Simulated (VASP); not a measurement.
These are PBE GGA, VASP's PBE PAW potentials (set 64) (plane waves; VASP) values and carry that method's errors.

Input for VASP

### INCAR
```
ALGO=Normal
EDIFF=1E-6
EDIFFG=-0.01
ENCUT=500
GGA=PE
IBRION=2
ISIF=3
ISMEAR=0
LASPH=.True.
LCHARG=.False.
LREAL=.False.
LWAVE=.False.
NELM=100
NSW=60
PREC=Accurate
SIGMA=0.05
SYSTEM=AlN
```

### KPOINTS
```
Automatic mesh
0
Gamma
9 9 9
0 0 0
```

File POSCAR:
```
AlN
1
    0.0000000000     2.2003000490     2.2003000490
    2.2003000490     0.0000000000     2.2003000490
    2.2003000490     2.2003000490     0.0000000000
Al N
1 1
Direct
  0.0000000000   0.0000000000   0.0000000000
  0.7500000000   0.7500000000   0.7500000000
```

POTCAR, in this order: Al N (PBE.64 set). Program: vasp_std.

Output of the run:

OSZICAR:
```
       N       E                     dE             d eps       ncg     rms          rms(c)
DAV:   1     0.118984082886E+02    0.11898E+02   -0.39442E+03   576   0.798E+02
DAV:   2    -0.166271146880E+02   -0.28526E+02   -0.27412E+02   728   0.140E+02
DAV:   3    -0.171850364372E+02   -0.55792E+00   -0.55792E+00   672   0.260E+01
DAV:   4    -0.171865686842E+02   -0.15322E-02   -0.15322E-02   832   0.132E+00
DAV:   5    -0.171865725932E+02   -0.39090E-05   -0.39090E-05   688   0.462E-02    0.852E+00
DAV:   6    -0.148621401364E+02    0.23244E+01   -0.13609E+01   584   0.234E+01    0.291E+00
DAV:   7    -0.148539611951E+02    0.81789E-02   -0.99619E-02   576   0.336E+00    0.198E+00
DAV:   8    -0.148480488808E+02    0.59123E-02   -0.18920E-02   624   0.189E+00    0.413E-01
DAV:   9    -0.148477315473E+02    0.31733E-03   -0.83343E-04   784   0.229E-01    0.207E-01
DAV:  10    -0.148478409266E+02   -0.10938E-03   -0.26423E-04   616   0.140E-01    0.317E-02
DAV:  11    -0.148478398006E+02    0.11260E-05   -0.52632E-06   688   0.183E-02    0.151E-02
DAV:  12    -0.148478399305E+02   -0.12990E-06   -0.11140E-06   512   0.101E-02
   1 F= -.14847840E+02 E0= -.14847840E+02  d E =-.148478E+02
```

File OUTCAR:
```
------------------------ aborting loop because EDIFF is reached ----------------------------------------
  FORCE on cell =-STRESS in cart. coord.  units (eV):
  Direction    XX          YY          ZZ          XY          YZ          ZX
  --------------------------------------------------------------------------------------
  Total        0.0029146      0.0029146      0.0029146      0.0000000      0.0000000     -0.0000000
  in kB        0.2191829      0.2191829      0.2191829      0.0000000      0.0000000     -0.0000000
  external PRESSURE =       0.2191829 kB  Pullay stress =       0.0000000 kB
  volume of cell :       21.30
      direct lattice vectors                 reciprocal lattice vectors
     0.000000000  2.200300049  2.200300049    -0.227241735  0.227241735  0.227241735
     2.200300049  0.000000000  2.200300049     0.227241735 -0.227241735  0.227241735
     2.200300049  2.200300049  0.000000000     0.227241735  0.227241735 -0.227241735
  FREE ENERGIE OF THE ION-ELECTRON SYSTEM (eV)
  ---------------------------------------------------
  free  energy   TOTEN  =       -14.8478399305 eV

  energy  without entropy=      -14.8478399305  energy(sigma->0) =      -14.84783993

 reached required accuracy - stopping structural energy minimisation
```
(Selected blocks of OUTCAR.)

The structure comes from a computed database's AlN entry (F-43m); how it stands against other phases isn't given here. It was relaxed first. The start is the result of an earlier pass.
